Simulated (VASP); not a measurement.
# BeCr3 (Pm-3m) in VASP: single point with LDA

Aim: the single point of BeCr3 with LDA.

Program: VASP 6.6.1. These are calculated values, not measurements. Logs are shortened: lines on timing, memory, paths and dates and some standing lists are left out, and cuts for length are marked.

**1. The structure**

It takes space group Pm-3m (No. 221, cubic). The conventional cell has a = 3.511 Å, b = 3.511 Å, c = 3.511 Å, α = 90.00°, β = 90.00°, γ = 90.00°. Be (site symmetry m-3m) has 12 Cr at 2.48 Å as nearest neighbours. Around Cr (site symmetry 4/mmm) lie 4 Be at 2.48 Å and 8 Cr at 2.48 Å.

The cell comes from a database or a generator and needn't be the stable form of this composition.

**2. Single point, LDA, collinear spin, typed start**

INCAR reads:

```
SYSTEM = BeCr3
ALGO = Normal
EDIFF = 1E-6
ENCUT = 520
GGA = CA
ISIF = 2
ISMEAR = 1
ISPIN = 2
LASPH = .True.
LCHARG = .True.
LELF = .True.
LMAXMIX = 4
LORBIT = 11
LREAL = .False.
LVHAR = .True.
LWAVE = .False.
MAGMOM = 0 2.1 2.1 2.1
NBANDS = 31
NELM = 150
PREC = Accurate
SIGMA = 0.1
```

KPOINTS reads:

```
k-points
0
Gamma
  7 7 7
  0 0 0
```

POSCAR reads:

```
BeCr3
1.0
    3.5112140000      0.0000000000      0.0000000000
    0.0000000000      3.5112140000      0.0000000000
    0.0000000000      0.0000000000      3.5112140000
Be Cr
1 3
Direct
    0.0000000000      0.0000000000      0.0000000000
    0.0000000000      0.5000000000      0.5000000000
    0.5000000000      0.0000000000      0.5000000000
    0.5000000000      0.5000000000      0.0000000000
```

Potentials or basis: VASP PAW LDA potentials, release 64 (Be, Cr_pv).

Run with:

```console
$ cat potpaw_LDA.64/Be/POTCAR potpaw_LDA.64/Cr_pv/POTCAR > POTCAR
$ mpirun -np 1 vasp_std > vasp.out
```

OUTCAR:

```text
SYSTEM = BeCr3
   EDIFF = 1E-6
   ENCUT = 520
   GGA = CA
   ISIF = 2
   ISMEAR = 1
   ISPIN = 2
   LASPH = .True.
   LORBIT = 11
   LREAL = .False.
   NELM = 150
   PREC = Accurate

 ion  position               nearest neighbor table
   1  0.000  0.000  0.000-   2 2.48   3 2.48   4 2.48   2 2.48   3 2.48   2 2.48   4 2.48   2 2.48
                             3 2.48   4 2.48   3 2.48   4 2.48
   2  0.000  0.500  0.500-   1 2.48   3 2.48   4 2.48   1 2.48   4 2.48   1 2.48   3 2.48   1 2.48
                             3 2.48   4 2.48   4 2.48   3 2.48
   3  0.500  0.000  0.500-   1 2.48   2 2.48   4 2.48   1 2.48   4 2.48   2 2.48   4 2.48   4 2.48
                             1 2.48   2 2.48   1 2.48   2 2.48
   4  0.500  0.500  0.000-   1 2.48   2 2.48   3 2.48   2 2.48   3 2.48   1 2.48   3 2.48   3 2.48
                             1 2.48   2 2.48   2 2.48   1 2.48

  LATTYP: Found a simple cubic cell.
 ALAT       =     3.5112140000

  Lattice vectors:

 A1 = (   3.5112140000,   0.0000000000,   0.0000000000)
 A2 = (   0.0000000000,   3.5112140000,   0.0000000000)
 A3 = (   0.0000000000,   0.0000000000,   3.5112140000)

Analysis of symmetry for initial positions (statically):
=====================================================================
 Subroutine PRICEL returns:
 Original cell was already a primitive cell.

 Routine SETGRP: Setting up the symmetry group for a
 simple cubic supercell.

 Subroutine GETGRP returns: Found 48 space group operations
 (whereof 48 operations were pure point group operations)
 out of a pool of 48 trial point group operations.

The static configuration has the point symmetry O_h .

Analysis of symmetry for dynamics (positions and initial velocities):
=====================================================================
 Subroutine PRICEL returns:
 Original cell was already a primitive cell.

 Routine SETGRP: Setting up the symmetry group for a
 simple cubic supercell.

 Subroutine GETGRP returns: Found 48 space group operations
 (whereof 48 operations were pure point group operations)
 out of a pool of 48 trial point group operations.

The dynamic configuration has the point symmetry O_h .

Analysis of structural, dynamic, and magnetic symmetry:
=====================================================================
 Subroutine PRICEL returns:
 Original cell was already a primitive cell.

 Routine SETGRP: Setting up the symmetry group for a
 simple cubic supercell.

 Subroutine GETGRP returns: Found 48 space group operations
 (whereof 48 operations were pure point group operations)
[... 130 lines left out ...]
   LEPSILON=     F    determine dielectric tensor
   LRPA    =     F    only Hartree local field effects (RPA)
 spin polarized calculation
 Methfessel and Paxton  Order N= 1 SIGMA  =   0.10
  energy-cutoff  :      520.00
  volume of cell :       43.29
 maximum number of plane-waves:      1189
 NGX is ok and might be reduce to    28
   NGX = 13   NGY = 13   NGZ = 13

 number of electron      37.9999983 magnetization       0.0001582

 Free energy of the ion-electron system (eV)
  ---------------------------------------------------
  ext. energy  EPLUGINS =         0.00000000
  ---------------------------------------------------
  free energy    TOTEN  =       -35.39671738 eV

  energy without entropy =      -35.39264808  energy(sigma->0) =      -35.39536095

 E-fermi :   9.6281     XC(G=0): -13.2564

 val. band max:        9.6212298555   @ k =   0.2857   0.1429   0.0000
 cond. band min:       9.6630087801   @ k =   0.4286   0.2857   0.2857
 fundamental gap:      0.0417789245
 Fermi energy:         9.6281374228

 spin component 1

 k-point     1 :       0.0000    0.0000    0.0000
  band No.  band energies     occupation
      1     -33.3209      1.00000
      2     -33.3209      1.00000
      3     -33.3209      1.00000
      4     -32.8338      1.00000
      5     -32.8338      1.00000
      6     -32.8338      1.00000
[... 669 lines left out ...]
     30      15.2393      0.00000
     31      15.2400      0.00000
 Fermi energy:         9.6281374228

 spin component 2

 k-point     1 :       0.0000    0.0000    0.0000
  band No.  band energies     occupation
      1     -33.3209      1.00000
      2     -33.3209      1.00000
      3     -33.3209      1.00000
      4     -32.8338      1.00000
      5     -32.8338      1.00000
      6     -32.8338      1.00000
[... 669 lines left out ...]
     30      15.2393      0.00000
     31      15.2400      0.00000

------------------------ aborting loop because EDIFF is reached ----------------------------------------

  FORCE on cell =-STRESS in cart. coord.  units (eV):
  Direction    XX          YY          ZZ          XY          YZ          ZX
  --------------------------------------------------------------------------------------
  -------------------------------------------------------------------------------------
  Total       -3.8649113     -3.8649113     -3.8649113      0.0000000     -0.0000000      0.0000000
  in kB     -143.0468239   -143.0468239   -143.0468239      0.0000000     -0.0000000      0.0000000
  external PRESSURE =    -143.0468239 kB  Pullay stress =       0.0000000 kB

 VOLUME and BASIS-vectors are now :
 -----------------------------------------------------------------------------
  energy-cutoff  :      520.00
  volume of cell :       43.29
      direct lattice vectors                 reciprocal lattice vectors
     3.511214000  0.000000000  0.000000000     0.284801781  0.000000000  0.000000000
     0.000000000  3.511214000  0.000000000     0.000000000  0.284801781  0.000000000
     0.000000000  0.000000000  3.511214000     0.000000000  0.000000000  0.284801781

 POSITION                                       TOTAL-FORCE (eV/Angst)
 -----------------------------------------------------------------------------------
      0.00000      0.00000      0.00000         0.000000      0.000000      0.000000
      0.00000      1.75561      1.75561         0.000000      0.000000      0.000000
      1.75561      0.00000      1.75561         0.000000      0.000000      0.000000
      1.75561      1.75561      0.00000         0.000000      0.000000      0.000000
 -----------------------------------------------------------------------------------
    total drift:                                0.000000      0.000000      0.000000

  FREE ENERGIE OF THE ION-ELECTRON SYSTEM (eV)
  ---------------------------------------------------
  free  energy   TOTEN  =       -35.3967173788 eV

  energy  without entropy=      -35.3926480777  energy(sigma->0) =      -35.39536095

 total charge

# of ion       s       p       d       tot
------------------------------------------
    1        0.436   0.716   0.000   1.152
    2        0.416   6.366   4.283  11.065
    3        0.416   6.366   4.283  11.065
    4        0.416   6.366   4.283  11.065
--------------------------------------------------
tot          1.683  19.814  12.850  34.348

 magnetization (x)

# of ion       s       p       d       tot
------------------------------------------
    1       -0.000  -0.000   0.000  -0.000
    2        0.000   0.000   0.000   0.000
    3        0.000   0.000   0.000   0.000
    4        0.000   0.000   0.000   0.000
--------------------------------------------------
tot          0.000   0.000   0.000   0.000
```

It took 46 s on 1 thread of Intel Xeon Platinum 8259CL at 2.50GHz (Skylake/Cascade Lake), shared host; peak memory 0.16 GiB.

What came out:

- Free energy: -35.3967 eV
- Pressure: -14.3 GPa
- Band gap on the k mesh: none (metal or under the smearing width)
- Net moment: 0.00 μB per cell
- Valence electrons inside the program's atomic spheres: Be 1.15; Cr 11.06

Levels at points of the mesh, in eV from the Fermi level:
Spin up:
| k point | band 15 | band 16 | band 17 | band 18 | band 19 | band 20 | band 21 | band 22 | band 23 | band 24 |
| --- | --- | --- | --- | --- | --- | --- | --- | --- | --- | --- |
| (0.00, 0.00, 0.00) | -2.89 | -2.89 | 0.59 | 0.59 | 0.59 | 1.75 | 1.75 | 1.83 | 1.83 | 1.83 |
Spin down:
```csv
k point,band 15,band 16,band 17,band 18,band 19,band 20,band 21,band 22,band 23,band 24
"(0.00, 0.00, 0.00)",-2.89,-2.89,0.59,0.59,0.59,1.75,1.75,1.83,1.83,1.83
```

Caveat: the starting moments collapsed, and a magnetic state may lie lower.
